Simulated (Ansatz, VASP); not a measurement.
# One calculation of Li2ICl, two programs

INCAR

```
ALGO = Normal
EDIFF = 1E-6
ENCUT = 520
GGA = PE
ISIF = 2
ISMEAR = -1
LASPH = True
LCHARG = False
LREAL = False
LWAVE = False
NBANDS = 18
NELM = 100
PREC = Accurate
SIGMA = 0.02
```

KPOINTS

```
k-points
0
Gamma
  6 6 6
```

The input POSCAR:

```
Li2ICl
1.0
    4.0194868686     -0.0261266646      0.0000000000
   -0.0261266646      4.0194868686      0.0000000000
    0.0000000000      0.0000000000      5.5745160128
Cl Li I
1 2 1
Direct
    0.0000000000      0.0000000000      0.0000000000
    0.0000000000      0.0000000000      0.5000000000
    0.5000000000      0.5000000000      0.0000000000
    0.5000000000      0.5000000000      0.5000000000
```

Input for Ansatz:

```yaml
crystal:
  lattice:
    - [4.0194868686, -0.0261266646, 0.0]
    - [-0.0261266646, 4.0194868686, 0.0]
    - [0.0, 0.0, 5.5745160128]
  atoms:
    - { symbol: Cl, position: [0.0, 0.0, 0.0] }
    - { symbol: Li, position: [0.0, 0.0, 0.5] }
    - { symbol: I, position: [0.5, 0.5, 0.5] }
    - { symbol: Li, position: [0.5, 0.5, 0.0] }
kpoints:
  mp_grid: { grid: [6, 6, 6] }
  band_path:
    path:
      - [0.0, 0.0, 0.0]
      - [0.0, 0.5, 0.0]
      - [0.5, 0.5, 0.0]
      - [0.0, 0.0, 0.5]
      - [0.0, 0.5, 0.5]
      - [0.5, 0.5, 0.5]
    npoints: 1
hamiltonian:
  xc: pbe
scf:
  occupations: { method: fermi_dirac, width: 0.02 }
  n_extra_bands: 5
output:
  forces: true
  stress: true
  eigenvalues: true
```

Change from the starting cell: shear_xy strain -1.3%.

Alike in both runs: task single point; functional PBE; k mesh 6 × 6 × 6; occupations fermi-dirac, width 0.02 eV; no spin polarisation.

```csv
,VASP,Ansatz
version,VASP 6.6.1,Ansatz 0.2.0
potentials or method,"VASP PAW PBE potentials, release 64 (Cl, Li_sv, I)","plane waves, PAW"
plane-wave cutoff (eV),520,420
valence electrons in the cell,20,30
```

|  | VASP | Ansatz | Ansatz less VASP |
| --- | --- | --- | --- |
| gap on the k mesh at the Fermi level (eV) | 4.63 | 4.64 | +0.009 |

The two sets of potentials don't hold the same shells in valence.

Caveats: spin-orbit coupling is left out, which moves the levels of the heavy elements. A k mesh can miss the band edges.
